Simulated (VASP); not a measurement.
# WAu (F-43m) in VASP: notebook

The runs below take WAu through relaxation of cell and atoms, relaxation of shape and atoms at fixed volume, with PBE.

Program: VASP 6.6.1. These are calculated values, not measurements. Logs are shortened: lines on timing, memory, paths and dates and some standing lists are left out, and cuts for length are marked.

**1. The crystal as given**

The structure is cubic, space group F-43m (No. 216). Conventional cell: a = 5.496 Å, b = 5.496 Å, c = 5.496 Å, α = 90.00°, β = 90.00°, γ = 90.00°. W (site symmetry -43m) is surrounded by 4 Au at 2.38 Å. Around Au (site symmetry -43m) lie 4 W at 2.38 Å.

The cell was built by a generator and needn't be a form met in nature.

**2. Relaxation of cell and atoms, PBE**

INCAR

```
PREC     = Accurate       # precision mode
ENCUT    = 600            # plane-wave cutoff, eV
EDIFF    = 1E-6           # SCF threshold, eV
ISMEAR   = -1             # smearing method
SIGMA    = 0.05           # smearing width, eV
LREAL    = False          # projectors in reciprocal space
LASPH    = True           # aspherical terms in the spheres
NELM     = 80             # most SCF steps
ALGO     = Normal         # electronic algorithm
ISIF     = 3              # what is computed and relaxed
LWAVE    = False          # write WAVECAR
LCHARG   = False          # write CHGCAR
GGA      = PE             # functional
IBRION   = 2              # ionic algorithm
NSW      = 40             # ionic steps
EDIFFG   = -0.01          # ionic threshold
```

KPOINTS

```
Automatic mesh
0
Gamma
  8 8 8
```

POSCAR

```
WAu
1.0
    0.0000000000      2.7479792600      2.7479792600
    2.7479792600      0.0000000000      2.7479792600
    2.7479792600      2.7479792600      0.0000000000
W Au
1 1
Direct
    0.0000000000      0.0000000000      0.0000000000
    0.7500000000      0.7500000000      0.7500000000
```

Potentials or basis: VASP PAW PBE potentials, release 54 (W_sv, Au).

On the command line:

```bash
cat potpaw_PBE.54/W_sv/POTCAR potpaw_PBE.54/Au/POTCAR > POTCAR
mpirun -np 1 vasp_std > vasp.out
```

OUTCAR:

```text
PREC = Accurate
   ENCUT = 600
   EDIFF = 1E-6
   ISMEAR = -1
   LREAL = False
   LASPH = True
   NELM = 80
   ISIF = 3
   GGA = PE
   IBRION = 2
   NSW = 40
   EDIFFG = -0.01

 ion  position               nearest neighbor table
   1  0.000  0.000  0.000-   2 2.38   2 2.38   2 2.38   2 2.38
   2  0.750  0.750  0.750-   1 2.38   1 2.38   1 2.38   1 2.38

  LATTYP: Found a face centered cubic cell.
 ALAT       =     5.4959585200

  Lattice vectors:

 A1 = (   0.0000000000,   2.7479792600,   2.7479792600)
 A2 = (   2.7479792600,   0.0000000000,   2.7479792600)
 A3 = (   2.7479792600,   2.7479792600,   0.0000000000)

Analysis of symmetry for initial positions (statically):
=====================================================================
 Subroutine PRICEL returns:
 Original cell was already a primitive cell.

 Routine SETGRP: Setting up the symmetry group for a
 face centered cubic supercell.

 Subroutine GETGRP returns: Found 24 space group operations
 (whereof 24 operations were pure point group operations)
 out of a pool of 48 trial point group operations.

The static configuration has the point symmetry T_d .

Analysis of symmetry for dynamics (positions and initial velocities):
=====================================================================
 Subroutine PRICEL returns:
 Original cell was already a primitive cell.

 Routine SETGRP: Setting up the symmetry group for a
 face centered cubic supercell.

 Subroutine GETGRP returns: Found 24 space group operations
 (whereof 24 operations were pure point group operations)
 out of a pool of 48 trial point group operations.

The dynamic configuration has the point symmetry T_d .

 Subroutine INISYM returns: Found 24 space group operations
 (whereof 24 operations are pure point group operations),
 and found     1 'primitive' translations

----------------------------------------------------------------------------------------

                                     Primitive cell

  volume of cell :      41.5021

  direct lattice vectors                    reciprocal lattice vectors
     0.000000000  2.747979260  2.747979260    -0.181951883  0.181951883  0.181951883
     2.747979260  0.000000000  2.747979260     0.181951883 -0.181951883  0.181951883
     2.747979260  2.747979260  0.000000000     0.181951883  0.181951883 -0.181951883

  length of vectors
     3.886229539  3.886229539  3.886229539     0.315149905  0.315149905  0.315149905

  position of ions in fractional coordinates (direct lattice)
     0.000000000  0.000000000  0.000000000
     0.750000000  0.750000000  0.750000000

  ion indices of the primitive-cell ions
   primitive index   ion index
                 1           1
                 2           2

----------------------------------------------------------------------------------------

 KPOINTS: Automatic mesh

Automatic generation of k-mesh.
 Grid dimensions read from file:
 generate k-points for:    8    8    8

 Generating k-lattice:

  Cartesian coordinates                     Fractional coordinates (reciprocal lattice)
    -0.022743985  0.022743985  0.022743985     0.125000000  0.000000000  0.000000000
     0.022743985 -0.022743985  0.022743985     0.000000000  0.125000000  0.000000000
     0.022743985  0.022743985 -0.022743985     0.000000000  0.000000000  0.125000000

  Length of vectors
     0.039393738  0.039393738  0.039393738

  Shift w.r.t. Gamma in fractional coordinates (k-lattice)
     0.000000000  0.000000000  0.000000000

 Subroutine IBZKPT returns following result:
 ===========================================

 Found     29 irreducible k-points:

 Following reciprocal coordinates:
            Coordinates               Weight
  0.000000  0.000000  0.000000      1.000000
  0.125000  0.000000  0.000000      8.000000
  0.250000  0.000000  0.000000      8.000000
  0.375000  0.000000  0.000000      8.000000
  0.500000  0.000000  0.000000      4.000000
  0.125000  0.125000  0.000000      6.000000
[... 16 lines left out ...]
  0.500000  0.250000  0.125000     48.000000
 -0.375000  0.250000  0.125000     24.000000
 [... further k-points ...]
   k-points           NKPTS =     29   k-points in BZ     NKDIM =     29   number of bands    NBANDS=     16
   number of dos      NEDOS =    301   number of ions     NIONS =      2
   total plane-waves  NPLWV =  32768
   dimension x,y,z NGX =    32 NGY =   32 NGZ =   32
   dimension x,y,z NGXF=    64 NGYF=   64 NGZF=   64
   ions per type =               1   1
   NGX,Y,Z   is equivalent  to a cutoff of  13.69, 13.69, 13.69 a.u.
   NGXF,Y,Z  is equivalent  to a cutoff of  27.38, 27.38, 27.38 a.u.
 SYSTEM =  unknown system
   PREC   = accura    normal or accurate (medium, high low for compatibility)
   ISTART =      0    job   : 0-new  1-cont  2-samecut
   ICHARG =      2    charge: 1-file 2-atom 10-const
   ISPIN  =      1    spin polarized calculation?
   LNONCOLLINEAR =      F non collinear calculations
   LSORBIT =      F    spin-orbit coupling
   LASPH  =      T    aspherical Exc in radial PAW
   ENCUT  =  600.0 eV  44.10 Ry    6.64 a.u.   7.76  7.76  7.76*2*pi/ulx,y,z
   NELM   =     80;   NELMIN=  2; NELMDL= -5     # of ELM steps
   EDIFF  = 0.1E-05   stopping-criterion for ELM
   LREAL  =      F    real-space projection
   EDIFFG = -.1E-01   stopping-criterion for IOM
   NSW    =     40    number of steps for IOM
   IBRION =      2    ionic relax: 0-MD 1-quasi-New 2-CG
   NFREE  =      1    steps in history (QN), initial steepest desc. (CG)
   ISIF   =      3    stress and relaxation
   ISYM   =      2    0-nonsym 1-usesym 2-fastsym
   POTIM  = 0.5000    time-step for ionic-motion
   TEBEG  =    0.0;   TEEND  =   0.0 temperature during run
   PSTRESS=    0.0 pullay stress
   NELECT =      25.0000    total number of electrons
   NUPDOWN=      -1.0000    fix difference up-down
   EMIN   =  10.00;   EMAX   =-10.00  energy-range for DOS
   EFERMI =   0.00;   METHOD = LEGACY
   ISMEAR =    -1;   SIGMA  =   0.05  broadening in eV -4-tet -1-fermi 0-gaus
   EFERMI_NEDOS =   21; number of points for ismear=-14 and -15
   IALGO  =     38    algorithm
   IMIX   =      4    mixing-type and parameters
     AMIX     =   0.40;   BMIX     =  1.00
     AMIX_MAG =   1.60;   BMIX_MAG =  1.00
  volume/ion in A,a.u.               =      20.75       140.04
  Fermi-wavevector in a.u.,A,eV,Ry     =   1.382605  2.612744 26.008842  1.911596
  Thomas-Fermi vector in A             =   2.507280
   LORBIT       =      0    0 simple, 1 ext, 2 COOP (PROOUT), +10 PAW based schemes
   GGA     = PE    functional components
   LHFCALC =     F    Hartree Fock is set to
   AEXX    =    0.0000 exact exchange contribution
   IVDW    =     0    specifies the selected vdW correction
   LEPSILON=     F    determine dielectric tensor
   LRPA    =     F    only Hartree local field effects (RPA)
 conjugate gradient relaxation of ions
 non-spin polarized calculation
  energy-cutoff  :      600.00
  volume of cell :       41.50
 maximum number of plane-waves:      1411
   NGX = 15   NGY = 15   NGZ = 15

--------------------------------------- Ionic step        1  -------------------------------------------

 number of electron      24.9999999 magnetization

 Free energy of the ion-electron system (eV)
  ---------------------------------------------------
  ext. energy  EPLUGINS =         0.00000000
  ---------------------------------------------------
  free energy    TOTEN  =       -11.64309928 eV

  energy without entropy =      -11.62682025  energy(sigma->0) =      -11.63495976

------------------------ aborting loop because EDIFF is reached ----------------------------------------

  FORCE on cell =-STRESS in cart. coord.  units (eV):
  Direction    XX          YY          ZZ          XY          YZ          ZX
  --------------------------------------------------------------------------------------
  -------------------------------------------------------------------------------------
  Total        8.5889723      8.5889723      8.5889723     -0.0000000     -0.0000000     -0.0000000
  in kB      331.5747402    331.5747402    331.5747402     -0.0000000     -0.0000000     -0.0000000
  external PRESSURE =     331.5747402 kB  Pullay stress =       0.0000000 kB
[... 21 lines left out ...]
  energy  without entropy=      -11.6268202488  energy(sigma->0) =      -11.63495976

--------------------------------------- Ionic step        2  -------------------------------------------

 number of electron      24.9999999 magnetization

 E-fermi :   2.1602     XC(G=0):  -8.7476

 val. band max:        2.1551575754   @ k =   0.3750   0.2500   0.0000
 cond. band min:       2.1761784793   @ k =   0.3750   0.2500   0.0000
 fundamental gap:      0.0210209039
 Fermi energy:         2.1601577152

 k-point     1 :       0.0000    0.0000    0.0000
  band No.  band energies     occupation
      1     -72.6325      2.00000
      2     -36.7074      2.00000
      3     -36.7074      2.00000
      4     -36.7074      2.00000
      5      -3.3812      2.00000
      6      -1.9997      2.00000
[... 8 lines left out ...]
     15       2.7772      0.00001
     16       8.4354      0.00000
[... 502 lines left out ...]
  FREE ENERGIE OF THE ION-ELECTRON SYSTEM (eV)
  ---------------------------------------------------
  free  energy   TOTEN  =       -12.3108976402 eV

  energy  without entropy=      -12.2908966163  energy(sigma->0) =      -12.30089713

[... ionic steps 4 to 15 ...]

--------------------------------------- Ionic step       16  -------------------------------------------

 number of electron      25.0000000 magnetization

------------------------ aborting loop because EDIFF is reached ----------------------------------------

  FORCE on cell =-STRESS in cart. coord.  units (eV):
  Direction    XX          YY          ZZ          XY          YZ          ZX
  --------------------------------------------------------------------------------------
  -------------------------------------------------------------------------------------
  Total        0.0862443      0.0862443      0.0862443     -0.0000000     -0.0000000      0.0000000
  in kB        2.8106829      2.8106829      2.8106829     -0.0000000     -0.0000000      0.0000000
  external PRESSURE =       2.8106829 kB  Pullay stress =       0.0000000 kB
[... 57 lines left out ...]
  energy  without entropy=      -12.3030704973  energy(sigma->0) =      -12.31278063

--------------------------------------- Ionic step       18  -------------------------------------------

 number of electron      25.0000000 magnetization

 Free energy of the ion-electron system (eV)
  ---------------------------------------------------
  ext. energy  EPLUGINS =         0.00000000
  ---------------------------------------------------
  free energy    TOTEN  =       -12.32251060 eV

  energy without entropy =      -12.30305104  energy(sigma->0) =      -12.31278082

 E-fermi :   5.6116     XC(G=0): -10.6450

 val. band max:        5.5774211336   @ k =  -0.3750   0.2500   0.1250
 cond. band min:       5.6467796167   @ k =   0.3750   0.2500   0.0000
 fundamental gap:      0.0693584830
 Fermi energy:         5.6115500848

 k-point     1 :       0.0000    0.0000    0.0000
  band No.  band energies     occupation
      1     -68.7314      2.00000
      2     -32.9163      2.00000
      3     -32.9163      2.00000
      4     -32.9163      2.00000
      5      -1.9019      2.00000
      6      -0.0998      2.00000
[... 8 lines left out ...]
     15       7.1285      0.00000
     16      13.9680      0.00000
[... 466 lines left out ...]
  FREE ENERGIE OF THE ION-ELECTRON SYSTEM (eV)
  ---------------------------------------------------
  free  energy   TOTEN  =       -12.3225106011 eV

  energy  without entropy=      -12.3030510401  energy(sigma->0) =      -12.31278082

 reached required accuracy - stopping structural energy minimisation
```

It took 2.7 min on 1 thread of Intel Xeon Platinum 8259CL at 2.50GHz (Skylake/Cascade Lake), shared host; peak memory 0.2 GiB.

Results:

```yaml
Free_energy: -12.3225 eV
Relaxed_volume: 24.65 Å³/atom
Relaxed_cell: a = 4.116 Å, b = 4.116 Å, c = 4.116 Å, α = 60.00°, β = 60.00°, γ = 60.00°
Space_group_after_relaxing_to_0.05_Å: F-43m (No. 216)
Energy_gained_by_relaxing: 339.7 meV/atom
Ionic_steps: 18
Pressure_after_relaxing: -0.1 GPa
Band_gap_on_the_k_mesh: none (metal or under the smearing width)
```

Step by step:
```
step  energy change (eV)  largest force (eV/Å)  pressure (GPa)  volume (Å³)
   1              0.0000                0.0000           33.16        41.50
   2              1.3234                0.0000          -17.67        73.01
   3             -0.6678                0.0000           -2.93        50.50
   4             -0.6787                0.0000           -0.77        49.57
   5             -0.6794                0.0000           -0.07        49.26
   6             -0.6792                0.0000            0.39        49.10
   7             -0.6792                0.0000            0.43        49.10
   8             -0.6792                0.0000            0.39        49.12
   9             -0.6792                0.0000            0.39        49.12
  10             -0.6792                0.0000            0.38        49.12
  11             -0.6793                0.0000            0.39        49.12
  12             -0.6793                0.0000            0.39        49.12
  13             -0.6793                0.0000            0.40        49.12
  14             -0.6793                0.0000            0.36        49.13
  15             -0.6793                0.0000            0.33        49.14
  16             -0.6793                0.0000            0.28        49.16
  17             -0.6794                0.0000            0.18        49.21
  18             -0.6794                0.0000           -0.05        49.29
```

Final structure:
```xyz
2
Lattice="0.0000 2.9102 2.9102 2.9102 0.0000 2.9102 2.9102 2.9102 0.0000" Properties=species:S:1:pos:R:3 pbc="T T T"
W     0.0000    0.0000    0.0000
Au    4.3653    4.3653    4.3653
```

Caveat: the volume moved by over 15 % at a fixed basis, so the end points are rough.

**3. Relaxation of cell and atoms, PBE**

INCAR is that of step 2.

KPOINTS is that of step 2.

POSCAR is that of step 2.

Potentials or basis: VASP PAW PBE potentials, release 54 (W, Au).

On the command line:

```bash
cat potpaw_PBE.54/W/POTCAR potpaw_PBE.54/Au/POTCAR > POTCAR
mpirun -np 1 vasp_std > vasp.out
```

Wall time 86 s (1 thread of Intel Xeon Platinum 8259CL at 2.50GHz (Skylake/Cascade Lake), shared host); peak memory 0.2 GiB.

The run converged. Its results:

```
Free energy                            : -12.3802 eV
Relaxed volume                         : 24.37 Å³/atom
Relaxed cell                           : a = 4.100 Å, b = 4.100 Å, c = 4.100 Å, α = 60.00°, β = 60.00°, γ = 60.00°
Space group after relaxing (to 0.05 Å) : F-43m (No. 216)
Energy gained by relaxing              : 292.0 meV/atom
Ionic steps                            : 5
Pressure after relaxing                : 0.0 GPa
Band gap on the k mesh                 : none (metal or under the smearing width)
```

The path:
```tsv
step	energy change (eV)	largest force (eV/Å)	pressure (GPa)	volume (Å³)
1	0.0000	0.0000	30.17	41.50
2	1.1320	0.0000	-17.91	69.68
3	-0.5762	0.0000	-2.45	49.73
4	-0.5835	0.0000	-0.58	48.96
5	-0.5840	0.0000	0.00	48.73
```

Final structure:
```xyz
2
Lattice="0.0000 2.8991 2.8991 2.8991 0.0000 2.8991 2.8991 2.8991 0.0000" Properties=species:S:1:pos:R:3 pbc="T T T"
W     0.0000    0.0000    0.0000
Au    4.3487    4.3487    4.3487
```

Levels at points of the mesh, in eV from the Fermi level:
```
           k point  band 6  band 7  band 8  band 9  band 10  band 11  band 12
(0.00, 0.00, 0.00)   -5.66   -0.74   -0.74   -0.74     1.54     1.54     8.53
(0.50, 0.00, 0.00)   -4.99   -1.83   -0.26   -0.26     1.36     1.36     2.01
(0.50, 0.50, 0.00)   -4.01   -2.75    0.36    1.27     1.47     1.47     2.75
```

Caveat: the volume moved by over 15 % at a fixed basis, so the end points are rough. Spin-orbit coupling is left out, which matters for the levels of Au, W.

**4. Relaxation of shape and atoms at fixed volume, PBE**

INCAR

```
SYSTEM = WAu
PREC = Normal
ENCUT = 600
EDIFF = 1E-5
ISMEAR = -1
SIGMA = 0.05
LREAL = .FALSE.
LASPH = .TRUE.
NELM = 80
ALGO = Normal
ISIF = 4
LWAVE = .FALSE.
LCHARG = .FALSE.
GGA = PE
IBRION = 2
NSW = 40
EDIFFG = -0.01
```

KPOINTS

```
regular mesh
0
G
  8 8 8
  0 0 0
```

POSCAR is that of step 3.

Potentials or basis: VASP PAW PBE potentials, release 64 (W_sv, Au).

On the command line:

```bash
cat potpaw_PBE.64/W_sv/POTCAR potpaw_PBE.64/Au/POTCAR > POTCAR
mpirun -np 1 vasp_std > vasp.out
```

Wall time 11 s (1 thread of Intel Xeon Platinum 8259CL at 2.50GHz (Skylake/Cascade Lake), shared host); peak memory 0.15 GiB.

The run converged. Its results:

```
Free energy             : -11.6431 eV
Pressure after relaxing : 33.2 GPa
Band gap on the k mesh  : none (metal or under the smearing width)
```

Final structure:
```
W Au
1.0
     0.00000    2.74798    2.74798
     2.74798    0.00000    2.74798
     2.74798    2.74798    0.00000
W Au
1 1
Direct
  0.00000 0.00000 0.00000
  0.75000 0.75000 0.75000
```

Levels at points of the mesh, in eV from the Fermi level:
```
           k point  band 10  band 11  band 12  band 13  band 14  band 15  band 16
(0.00, 0.00, 0.00)    -6.33    -0.86    -0.86    -0.86     2.13     2.13     9.20
(0.50, 0.00, 0.00)    -5.59    -2.21    -0.21    -0.21     1.82     1.82     2.61
(0.50, 0.50, 0.00)    -4.23    -3.20     0.38     1.48     1.98     1.98     3.73
```

Caveat: the relaxation stopped at its first step, so nothing moved; a pressure of tens of GPa on the cell as given is suspect, and the run, the potentials or the cell itself is likely at fault.

**5. The reference run**

An earlier run on the cell as given: functional PBE; potentials or basis VASP PAW PBE potentials, release 64 (W_sv, Au); cutoff 520 eV; k mesh 8 × 8 × 8; occupations fermi-dirac, width 0.05 eV; no spin polarisation.

- Pressure: 33.1 GPa
- Band gap on the k mesh: none (metal or under the smearing width)

**6. Overview**

```tsv
task	potentials or basis	cell	cutoff (eV)	other keys	gap on the mesh (eV)	pressure (GPa)	relaxed volume (Å³/atom)
relaxation of cell and atoms	VASP PAW PBE potentials, release 54 (W_sv, Au)	relaxed	600	-	none	-0.1	24.65
relaxation of cell and atoms	VASP PAW PBE potentials, release 54 (W, Au)	relaxed	600	-	none	0.0	24.37
relaxation of shape and atoms at fixed volume	VASP PAW PBE potentials, release 64 (W_sv, Au)	relaxed at fixed volume	600	ISIF = 4; EDIFF = 1e-05; PREC = Normal	none	33.2	-
single point	VASP PAW PBE potentials, release 64 (W_sv, Au)	as given	520	-	none	33.1	-
```

Alike in all rows: level PBE; no spin polarisation; k mesh 8 × 8 × 8; smearing fermi-dirac 0.05 eV.

Caveats: the volume moved by over 15 % at a fixed basis, so the end points are rough (some runs); a pressure of tens of GPa on the cell as given is suspect, and the run, the potentials or the cell itself is likely at fault (some runs); the relaxation stopped at its first step, so nothing moved (some runs).

Absolute energies hang on the potentials; compare differences alone.
